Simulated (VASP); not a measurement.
# PmTe (Pm-3m) in VASP: a series of runs, part 2 of 2

VASP 6.6.1.

## (5) Single point, LDA+U, collinear spin, ferromagnetic start

This run uses another cell than the first one: it holds 2 atoms, not 4.

Contents of INCAR:

```
PREC = Accurate ; ENCUT = 520
EDIFF = 1E-7 ; ISMEAR = 0
SIGMA = 0.05 ; LREAL = False
LASPH = True ; NELM = 150
ALGO = Normal ; ISIF = 2
LWAVE = False ; LCHARG = False
ISPIN = 2 ; MAGMOM = 4 0
LORBIT = 11 ; LMAXMIX = 6
LDAU = True ; LDAUTYPE = 2
LDAUL = 3 -1 ; LDAUU = 3 0
LDAUJ = 0 0 ; LDAUPRINT = 1
GGA = CA
```

Contents of KPOINTS:

```
regular mesh
0
Gamma
  5 5 5
```

Contents of POSCAR:

```
PmTe
1.0
    3.7629149800      0.0000000000      0.0000000000
    0.0000000000      3.7629149800      0.0000000000
    0.0000000000      0.0000000000      3.7629149800
Pm Te
1 1
Direct
    0.0000000000      0.0000000000      0.0000000000
    0.5000000000      0.5000000000      0.5000000000
```

Potentials or basis: VASP PAW PBE potentials, release 64 (Pm, Te).

On the command line:

```bash
$ cat potpaw_PBE.64/Pm/POTCAR potpaw_PBE.64/Te/POTCAR > POTCAR
$ mpirun -np 1 vasp_std > vasp.out
```

OUTCAR:

```text
PREC = Accurate
   ENCUT = 520
   EDIFF = 1E-7
   ISMEAR = 0
   LREAL = False
   LASPH = True
   NELM = 150
   ISIF = 2
   ISPIN = 2
   LORBIT = 11
   GGA = CA

 ion  position               nearest neighbor table
   1  0.000  0.000  0.000-   2 3.26   2 3.26   2 3.26   2 3.26   2 3.26   2 3.26   2 3.26   2 3.26

   2  0.500  0.500  0.500-   1 3.26   1 3.26   1 3.26   1 3.26   1 3.26   1 3.26   1 3.26   1 3.26

  LATTYP: Found a simple cubic cell.
 ALAT       =     3.7629149800

  Lattice vectors:

 A1 = (   3.7629149800,   0.0000000000,   0.0000000000)
 A2 = (   0.0000000000,   3.7629149800,   0.0000000000)
 A3 = (   0.0000000000,   0.0000000000,   3.7629149800)

Analysis of symmetry for initial positions (statically):
=====================================================================
 Subroutine PRICEL returns:
 Original cell was already a primitive cell.

 Routine SETGRP: Setting up the symmetry group for a
 simple cubic supercell.

 Subroutine GETGRP returns: Found 48 space group operations
 (whereof 48 operations were pure point group operations)
 out of a pool of 48 trial point group operations.

The static configuration has the point symmetry O_h .

Analysis of symmetry for dynamics (positions and initial velocities):
=====================================================================
 Subroutine PRICEL returns:
 Original cell was already a primitive cell.

 Routine SETGRP: Setting up the symmetry group for a
 simple cubic supercell.

 Subroutine GETGRP returns: Found 48 space group operations
 (whereof 48 operations were pure point group operations)
 out of a pool of 48 trial point group operations.

The dynamic configuration has the point symmetry O_h .

Analysis of structural, dynamic, and magnetic symmetry:
=====================================================================
 Subroutine PRICEL returns:
 Original cell was already a primitive cell.

[... 186 lines left out ...]

 E-fermi :   8.5570     XC(G=0): -10.8313

 val. band max:        8.5534136372   @ k =   0.4000   0.2000   0.0000
 cond. band min:       8.5623256322   @ k =   0.4000   0.2000   0.2000
 fundamental gap:      0.0089119950
 Fermi energy:         8.5570092063

 spin component 1

 k-point     1 :       0.0000    0.0000    0.0000
  band No.  band energies     occupation
      1     -29.8469      1.00000
      2     -10.3249      1.00000
      3     -10.3249      1.00000
      4     -10.3249      1.00000
      5      -4.0571      1.00000
      6       6.7533      1.00000
[... 166 lines left out ...]
      2     -10.6551      1.00000
      3     -10.6364      1.00000
      4     -10.6364      1.00000
      5      -2.1428      1.00000
      6       3.7172      1.00000
[... 8 lines left out ...]
     15      10.0550      0.00000
     16      10.8467      0.00000
 Fermi energy:         8.5570092063

 spin component 2

 k-point     1 :       0.0000    0.0000    0.0000
  band No.  band energies     occupation
      1     -27.8972      1.00000
      2      -8.8341      1.00000
      3      -8.8341      1.00000
      4      -8.8341      1.00000
      5      -3.9959      1.00000
      6       7.5413      1.00000
[... 167 lines left out ...]
      3      -9.1818      1.00000
      4      -9.1818      1.00000
      5      -2.1406      1.00000
      6       3.8717      1.00000
[... 8 lines left out ...]
     15      13.0162      0.00000
     16      13.3708      0.00000

------------------------ aborting loop because EDIFF is reached ----------------------------------------

  FORCE on cell =-STRESS in cart. coord.  units (eV):
  Direction    XX          YY          ZZ          XY          YZ          ZX
  --------------------------------------------------------------------------------------
  -------------------------------------------------------------------------------------
  Total        1.3209795      1.3209795      1.3209795      0.0000000     -0.0000000      0.0000000
  in kB       39.7222132     39.7222132     39.7222132      0.0000000     -0.0000000      0.0000000
  external PRESSURE =      39.7222132 kB  Pullay stress =       0.0000000 kB

 VOLUME and BASIS-vectors are now :
 -----------------------------------------------------------------------------
  energy-cutoff  :      520.00
  volume of cell :       53.28
      direct lattice vectors                 reciprocal lattice vectors
     3.762914980  0.000000000  0.000000000     0.265751420  0.000000000  0.000000000
     0.000000000  3.762914980  0.000000000     0.000000000  0.265751420  0.000000000
     0.000000000  0.000000000  3.762914980     0.000000000  0.000000000  0.265751420

 POSITION                                       TOTAL-FORCE (eV/Angst)
 -----------------------------------------------------------------------------------
      0.00000      0.00000      0.00000         0.000000      0.000000      0.000000
      1.88146      1.88146      1.88146         0.000000      0.000000      0.000000
 -----------------------------------------------------------------------------------
    total drift:                               -0.000000      0.000000     -0.000000

  FREE ENERGIE OF THE ION-ELECTRON SYSTEM (eV)
  ---------------------------------------------------
  free  energy   TOTEN  =       -12.9319343846 eV

  energy  without entropy=      -12.9090801781  energy(sigma->0) =      -12.92050728

 total charge

# of ion       s       p       d       f       tot
--------------------------------------------------
    1        1.998   5.522   0.444   4.515  12.479
    2        1.353   2.154   0.029   0.000   3.537
--------------------------------------------------
tot          3.351   7.677   0.473   4.515  16.016

 magnetization (x)

# of ion       s       p       d       f       tot
--------------------------------------------------
    1       -0.004   0.011   0.101   4.474   4.582
    2       -0.005  -0.049   0.008   0.000  -0.046
--------------------------------------------------
tot         -0.009  -0.038   0.109   4.474   4.536
```

Wall time 31 s (1 thread of Intel Xeon Platinum 8259CL at 2.50GHz (Skylake/Cascade Lake), shared host); peak memory 0.16 GiB.

Results:

```
Free energy                                           : -12.9319 eV
Pressure                                              : 4.0 GPa
Net moment                                            : 4.87 μB per cell
Site moments                                          : Pm +4.58; Te -0.05 μB
Valence electrons inside the program's atomic spheres : Pm 12.48; Te 3.54
```

Levels at points of the mesh, in eV from the Fermi level:
Spin up:
```
           k point  band 12  band 13  band 14  band 15  band 16
(0.00, 0.00, 0.00)    -0.21    -0.21    -0.10    -0.10    -0.10
```
Spin down:
```
           k point  band 5  band 6  band 7  band 8  band 9  band 10  band 11  band 12
(0.00, 0.00, 0.00)  -12.55   -1.02   -1.02   -1.02   -0.59    -0.59     3.21     3.87
```

Eigenvalues of the final occupation matrices:
| site | spin | trace | eigenvalues |
| --- | --- | --- | --- |
| site 1 f | 1 | 4.50 | 0.03 0.54 0.54 0.54 0.95 0.95 0.95 |
| site 1 f | 2 | 0.02 | 0.00 0.00 0.00 0.00 0.00 0.00 0.01 |

Caveat: the magnetic or orbital state may not be the lowest; the bands computed are all filled at some k points, so no gap is given; the PAW data sets were made with another functional, which shifts forces and pressure a little; spin-orbit coupling is left out, which moves the levels of the heavy elements; the U is typed as a test and isn't derived for this compound.

## (6) Summary

| level | spin | U | fixed moment (μB) | k mesh | supercell matrix | gap on the mesh (eV) | pressure (GPa) | moment (μB) |
| --- | --- | --- | --- | --- | --- | --- | --- | --- |
| PBEsol+U | collinear, antiferromagnetic start | Pm f U = 5 eV | - | 5 × 5 × 3 | [1, 0, 0, 0, 1, 0, 0, 0, 2] | none | 2.9 | 0.00 |
| PBEsol+U | collinear, random start | Pm f U = 5 eV | - | 5 × 5 × 5 | - | none | 5.0 | 4.97 |
| PBEsol+U | collinear, ferromagnetic start | Pm f U = 5 eV | 0 | 5 × 5 × 5 | - | - | 3.1 | 0.00 |
| LDA+U | collinear, ferromagnetic start | Pm f U = 3 eV | - | 5 × 5 × 5 | - | - | 4.0 | 4.87 |

Alike in all rows: task single point; potentials or basis VASP PAW PBE potentials, release 64 (Pm, Te); cell as given; cutoff (eV) 520; smearing gaussian 0.05 eV.

The pressure there spans 2.9 GPa (PBEsol+U) to 5.0 GPa (PBEsol+U); a positive pressure means that this level wants a larger cell, a negative one a smaller.

Caveats: the magnetic or orbital state may not be the lowest; the PAW data sets were made with another functional, which shifts forces and pressure a little; spin-orbit coupling is left out, which moves the levels of the heavy elements; the U is typed as a test and isn't derived for this compound; the moment is held away from its start (some runs); the total moment is fixed, so each spin has its own Fermi level (some runs); the bands computed are all filled at some k points, so no gap is given (some runs).

Total energies depend on the potentials used, so only differences within one code and one set of settings carry meaning.
